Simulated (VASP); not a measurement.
Calculation: AM05 GGA, VASP's PBE PAW potentials (set 64) (plane waves; VASP 6.6.1).

VASP input:

### KPOINTS
```
Automatic mesh
0
Gamma
7 7 7
0 0 0
```

**INCAR**
```
# general
SYSTEM =CeO2
PREC   =Accurate
ENCUT  =520   # plane-wave cut-off (eV)
LREAL  =F   # projection in real space or not
LASPH  =T   # aspherical one-centre terms

# electronic loop
EDIFF  =1E-7   # SCF stop (eV)
NELM   =100
ALGO   =Normal   # blocked Davidson
LMAXMIX=6   # l cut-off of mixed one-centre charges

# smearing
ISMEAR =0
SIGMA  =0.05

# functional
GGA    =AM   # AM05

# ions
ISIF   =2

# output
LWAVE  =F
LCHARG =F
```

POSCAR:
```
CeO2
1
    0.0000000000     2.7272352117     2.7272352117
    2.7272352117     0.0000000000     2.7272352117
    2.7272352117     2.7272352117     0.0000000000
Ce O
1 2
Direct
  0.0000000000   0.0000000000   0.0000000000
  0.2500000000   0.2500000000   0.2500000000
  0.7500000000   0.7500000000   0.7500000000
```

POTCAR, in this order: Ce O (PBE.64 set). Program: vasp_std.

Problem. What does the run give for the energy per atom (σ→0), pressure?

Solution. 
- energy per atom (σ→0): -8.939 eV/atom
- pressure: -51.8 kbar

OSZICAR:
```
...
DAV:  14    -0.268162796840E+02    0.40421E-02   -0.49122E-02   944   0.208E+00    0.109E-01
DAV:  15    -0.268164002172E+02   -0.12053E-03   -0.37672E-03   976   0.617E-01    0.146E-01
DAV:  16    -0.268162733292E+02    0.12689E-03   -0.14345E-03   912   0.387E-01    0.412E-02
DAV:  17    -0.268162704354E+02    0.28938E-05   -0.87036E-05   944   0.872E-02    0.148E-02
DAV:  18    -0.268162721002E+02   -0.16648E-05   -0.76686E-06  1056   0.205E-02    0.127E-02
DAV:  19    -0.268162705844E+02    0.15158E-05   -0.92021E-06   960   0.291E-02    0.171E-03
DAV:  20    -0.268162705102E+02    0.74238E-07   -0.79177E-07   832   0.825E-03
   1 F= -.26816271E+02 E0= -.26816271E+02  d E =-.618396E-18
```

The compound is CeO2 in the fluorite structure. This cell is one point of a volume scan, at 1.03 of the reference volume. The run is not spin-polarised, so no magnetic state was tried.
